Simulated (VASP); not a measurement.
## Be4TeSe3: relaxation of cell and atoms with PBE

Crystal: Be4TeSe3.

```xyz
8
Lattice="5.2100 0.0000 0.0000 0.0000 5.2100 0.0000 0.0000 0.0000 5.2100" Properties=species:S:1:pos:R:3 pbc="T T T"
Be    3.9596    1.2504    3.9596
Be    1.2504    3.9596    3.9596
Be    3.9596    3.9596    1.2504
Be    1.2504    1.2504    1.2504
Te    0.0000    0.0000    0.0000
Se    2.6050    0.0000    2.6050
Se    0.0000    2.6050    2.6050
Se    2.6050    2.6050    0.0000
```

The cell was built by a generator and needn't be a form met in nature.

- Program: VASP 6.6.1
- Task: relaxation of cell and atoms
- Functional: PBE
- Potentials or basis: VASP PAW PBE potentials, release 64 (Be, Te, Se)
- Cutoff: 520 eV
- k mesh: 3 × 3 × 3
- Occupations: gaussian, width 0.15 eV
- Spin: no spin polarisation
- Further INCAR settings: PREC = Normal; ALGO = Fast; EDIFF = 0.0001; IBRION = 2; EDIFFG = -0.08; NSW = 24; ISIF = 3

```
Relaxed volume                         : 18.67 Å³/atom
Relaxed cell                           : a = 5.305 Å, b = 5.305 Å, c = 5.305 Å, α = 90.00°, β = 90.00°, γ = 90.00°
Space group after relaxing (to 0.05 Å) : P-43m (No. 215)
Energy gained by relaxing              : 142.4 meV/atom
Ionic steps                            : 5
Pressure after relaxing                : 0.2 GPa
Largest force after relaxing           : 0.046 eV/Å
Band gap on the k mesh                 : 2.09 eV, direct
```

Forces on the atoms (eV/Å):
```
Be  -0.027  0.027 -0.027
Be   0.027 -0.027 -0.027
Be  -0.027 -0.027  0.027
Be   0.027  0.027  0.027
Te   0.000  0.000  0.000
Se   0.000  0.000  0.000
Se   0.000  0.000  0.000
Se   0.000  0.000  0.000
```

Step by step:
| step | energy change (eV) | largest force (eV/Å) | pressure (GPa) | volume (Å³) |
| --- | --- | --- | --- | --- |
| 1 | 0.0000 | 3.0242 | 6.87 | 141.42 |
| 2 | -1.0381 | 0.3462 | -2.94 | 157.52 |
| 3 | -1.0417 | 0.4617 | -2.65 | 156.49 |
| 4 | -1.1361 | 0.1222 | -0.35 | 150.56 |
| 5 | -1.1390 | 0.0461 | 0.18 | 149.33 |

Final structure:
```yaml
crystal:
  lattice:
    - [5.30543, 0.00000, 0.00000]
    - [0.00000, 5.30543, 0.00000]
    - [0.00000, 0.00000, 5.30543]
  atoms:
    - { symbol: Be, position: [0.74057, 0.25943, 0.74057] }
    - { symbol: Be, position: [0.25943, 0.74057, 0.74057] }
    - { symbol: Be, position: [0.74057, 0.74057, 0.25943] }
    - { symbol: Be, position: [0.25943, 0.25943, 0.25943] }
    - { symbol: Te, position: [0.00000, 0.00000, 0.00000] }
    - { symbol: Se, position: [0.50000, 0.00000, 0.50000] }
    - { symbol: Se, position: [0.00000, 0.50000, 0.50000] }
    - { symbol: Se, position: [0.50000, 0.50000, 0.00000] }
```

Levels at points of the mesh, in eV from the valence-band top:
| k point | band 12 | band 13 | band 14 | band 15 | band 16 | band 17 | band 18 | band 19 | band 20 | band 21 |
| --- | --- | --- | --- | --- | --- | --- | --- | --- | --- | --- |
| (0.00, 0.00, 0.00) | -2.59 | -2.59 | 0.00 | 0.00 | 0.00 | 2.09 | 2.43 | 2.43 | 3.69 | 3.69 |

Run time: 30 s on 1 thread of Intel(R) Xeon(R) Platinum 8488C (Sapphire Rapids) (shared host), peak memory 0.17 GiB.

Caveat: spin-orbit coupling is left out, which moves the levels of the heavy elements.
